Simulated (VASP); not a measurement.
Wanted: the native input for a VASP 6.6.1 run.

```yaml
Task: relaxation of the atoms
Functional: PBEsol
Potentials_or_basis: VASP PAW PBE potentials, release 64 (Al, Ag)
Cutoff: 520 eV
k_mesh: 10 × 10 × 1
Occupations: gaussian, width 0.05 eV
Spin: no spin polarisation
Dipole_correction: yes
Atoms_held_fixed_from_0: "[0, 4, 1]"
Further_INCAR_settings: ALGO = Normal; EDIFF = 1e-07; IBRION = 2; EDIFFG = -0.005; NSW = 40
```

The structure of Al4Ag3 lies in POSCAR:

```
Al4Ag3
1.0
    2.9263865524      0.0000000000      0.0000000000
   -1.4631932762      2.5343250957      0.0000000000
    0.0000000000      0.0000000000     28.2828132900
Al Ag
4 3
Selective dynamics
Direct
    0.0000000000      0.0000000000      0.2651787120  F F F
    0.0000000000      0.0000000000      0.4217262373  F F F
    0.0000000000      0.0000000000      0.5782737627  T T T
    0.0000000000      0.0000000000      0.7348212880  T T T
    0.6666666700      0.3333333400      0.3434524747  F F F
    0.6666666700      0.3333333400      0.5000000000  T T T
    0.6666666700      0.3333333400      0.6565475253  T T T
```

The cell isn't the ideal one: the (0 0 1) slab of AlAg, cut from the database cell, not relaxed.

One way to write it, as run:

INCAR

```
SYSTEM = Al4Ag3
PREC = Accurate
ENCUT = 520
EDIFF = 1E-7
ISMEAR = 0
SIGMA = 0.05
LREAL = .FALSE.
LASPH = .TRUE.
NELM = 60
ALGO = Normal
ISIF = 2
LWAVE = .FALSE.
LCHARG = .FALSE.
LDIPOL = .TRUE.
IDIPOL = 3
DIPOL = 0.5 0.5 0.500
GGA = PS
IBRION = 2
NSW = 40
EDIFFG = -0.005
```

KPOINTS

```
regular mesh
0
G
  10 10 1
  0 0 0
```

Potentials or basis: VASP PAW PBE potentials, release 64 (Al, Ag).

The run is started by

```bash
$ cat potpaw_PBE.64/Al/POTCAR potpaw_PBE.64/Ag/POTCAR > POTCAR
$ mpirun -np 1 vasp_std > vasp.out
```

Results of the run:

| Property | Result |
| --- | --- |
| Energy gained by relaxing | 2.5 meV/atom |
| Ionic steps | 17 |
| Band gap on the k mesh | none (metal or under the smearing width) |

Wall time 17 min on 1 thread of Intel(R) Xeon(R) Platinum 8488C (Sapphire Rapids), on a shared host, peak memory 0.38 GiB.
